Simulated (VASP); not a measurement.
Input:

```
MoS2
1.0
    3.19248     0.00000     0.00000
   -1.59624     2.76477     0.00000
    0.00000     0.00000    12.45638
Mo S
2 4
Direct
  0.66667   0.33333   0.75000
  0.33333   0.66667   0.25000
  0.66667   0.33333   0.37900
  0.33333   0.66667   0.87900
  0.33333   0.66667   0.62100
  0.66667   0.33333   0.12100
```

These are optB88-vdW, VASP's PBE PAW potentials (set 64) (plane waves; VASP 6.6.1) values and carry that method's errors. Numerical set-up: PREC = Normal, EDIFF = 1E-5, 400 eV cut-off, 11×11×3 Γ-centred mesh, Gaussian smearing of 0.050 eV, potentials Mo_sv S.

Q: The ions are relaxed. Give the cell that the relaxation ends in.

A: 
```
MoS2
1.0
    3.19248     0.00000     0.00000
   -1.59624     2.76477     0.00000
    0.00000     0.00000    12.45638
Mo S
2 4
Direct
  0.66667   0.33333   0.75000
  0.33333   0.66667   0.25000
  0.66667   0.33333   0.37604
  0.33333   0.66667   0.87604
  0.33333   0.66667   0.62396
  0.66667   0.33333   0.12396
```
Space group P6_3/mmc (194), at a tolerance of 0.03 Å.

Q: How much energy does the relaxation gain?

A: The energy (σ→0) changes by -8.3 meV/atom, in 3 ionic steps.

| step | E(σ→0) (eV) | max force (eV/Å) | pressure (GPa) | volume (Å³) |
|---|---|---|---|---|
| 1 | -31.2683 | 0.662 | -3.35 | 109.95 |
| 2 | -31.3172 | 0.093 | -0.69 | 109.95 |
| 3 | -31.3182 | 0.002 | -0.25 | 109.95 |

The compound is MoS2 in the 2H layered structure. This run relaxes the ions in a fixed cell. Symmetry was kept, so distortions that lower it aren't found.
